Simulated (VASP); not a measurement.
Consider the following.

```
GaN
1.0
    0.00000     2.27507     2.27507
    2.27507     0.00000     2.27507
    2.27507     2.27507     0.00000
Ga N
1 1
Direct
  0.00000   0.00000   0.00000
  0.25000   0.25000   0.25000
```

Level of theory: PBE GGA, VASP's PBE PAW potentials (set 64) (plane waves; VASP). Numerical set-up: 520 eV cut-off, 11×11×11 Γ-centred mesh, tetrahedra with Blöchl corrections, potentials Ga_d N.

The job: GaN (zinc blende), 2 atoms, PBE, static run, 520 eV, 11×11×11 Γ-centred mesh. Roughly how much core time does it take on a busy server core?

About 30 core-seconds (one run on a shared machine, a rough figure). It had 56 irreducible k-points, 13 bands, up to 647 plane waves and 14 electronic steps.

The compound is GaN in the zinc blende structure, a metastable form; wurtzite is the usual one. It was relaxed first.
